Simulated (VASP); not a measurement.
VASP ran on this input.

**INCAR**
```
SYSTEM = TaC
PREC = Accurate; ENCUT = 520; LREAL = .False.
LASPH = .True.
EDIFF = 1E-7; NELM = 100; ALGO = Normal
LMAXMIX = 6
ISMEAR = -5
GGA = 91
ISIF = 2
LWAVE = .False.; LCHARG = .True.; LORBIT = 11
NEDOS = 601
```

File KPOINTS:
```
Automatic mesh
0
Gamma
16 16 16
0 0 0
```

### POSCAR
```
TaC
1
   -0.0000000000     2.2428400624     2.2428400624
    2.2428400624     0.0000000000     2.2428400624
    2.2428400624     2.2428400624    -0.0000000000
Ta C
1 1
Direct
  0.0000000000   0.0000000000   0.0000000000
  0.5000000000   0.5000000000   0.5000000000
```

POTCAR, in this order: Ta_pv C (PBE.64 set). Program: vasp_std.

Task: Translate this PW91 calculation to Quantum ESPRESSO's pw.x.

Result: One equivalent input (not run):
```
&CONTROL
  calculation = 'scf'
  pseudo_dir = './pseudo'
  outdir = './out'
  tprnfor = .true.
  tstress = .true.
/
&SYSTEM
  ibrav = 0
  nat = 2
  ntyp = 2
  ecutwfc = 82
  occupations = 'tetrahedra'
  input_dft = 'pw91'
/
&ELECTRONS
  conv_thr = 7.3e-09
  electron_maxstep = 100
/
ATOMIC_SPECIES
  Ta 180.948 Ta.upf
  C 12.011 C.upf
CELL_PARAMETERS angstrom
    -0.0000000    2.2428401    2.2428401
     2.2428401    0.0000000    2.2428401
     2.2428401    2.2428401   -0.0000000
ATOMIC_POSITIONS crystal
  Ta   0.0000000  0.0000000  0.0000000
  C    0.5000000  0.5000000  0.5000000
K_POINTS automatic
  16 16 16 0 0 0
```
The two are equivalent in intent, not identical: the potentials are each code's own (VASP's PAW set, PseudoDojo norm-conserving files in pw.x), so ENCUT and ecutwfc are chosen apart and not converted; conv_thr bounds pw.x's estimated SCF error, while EDIFF bounds the energy change between steps.

The compound is TaC in the rock salt structure. It was relaxed first.
